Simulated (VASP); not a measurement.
BN (wurtzite): the bulk modulus from VASP (plane waves, PAW) at several levels of theory. Static lattice, third-order Birch-Murnaghan fit over five volumes.  The measured value holds thermal and zero-point effects that the static calculation lacks.

| level | bulk modulus (GPa) | error against measurement |
|---|---|---|
| LDA | 402 | +7.1 % |
| PBE | 373 | -0.6 % |
| PBEsol | 386 | +3.0 % |
| RPBE | 359 | -4.2 % |
| AM05 | 386 | +2.9 % |
| PBE-D3(BJ) | 382 | +1.9 % |
| PBE-D4 | 386 | +2.9 % |
| optB88-vdW | 373 | -0.5 % |
| rev-vdW-DF2 | 378 | +0.7 % |
| revTPSS | 378 | +0.7 % |
| SCAN | 393 | +4.9 % |
| r2SCAN | 390 | +4.0 % |
| r2SCAN+rVV10 | 393 | +4.7 % |

Measured: 375 GPa (as given by Equation of state of wurtzitic boron nitride to 66 GPa, Appl. Phys. Lett., doi 10.1063/1.121186).

The cell of the LDA run:

Space group P6₃mc (No. 186); a = 2.5259 Å, b = 2.5259 Å, c = 4.1790 Å, α = 90.00°, β = 90.00°, γ = 120.00°

```tsv
atom	site	symmetry	x	y	z
B	2b	3m.	0.3333	0.6667	0.0003
N	2b	3m.	0.3333	0.6667	0.3747
```

Only levels that ran to the end are used. Left out are those held back, those with too coarse a band path, GW runs whose mesh misses a band edge, hybrids' fits of cells that aren't cubic and levels without matching references; a question may draw on a part of the rest.

The compound is BN in the wurtzite structure, a metastable high-pressure form.
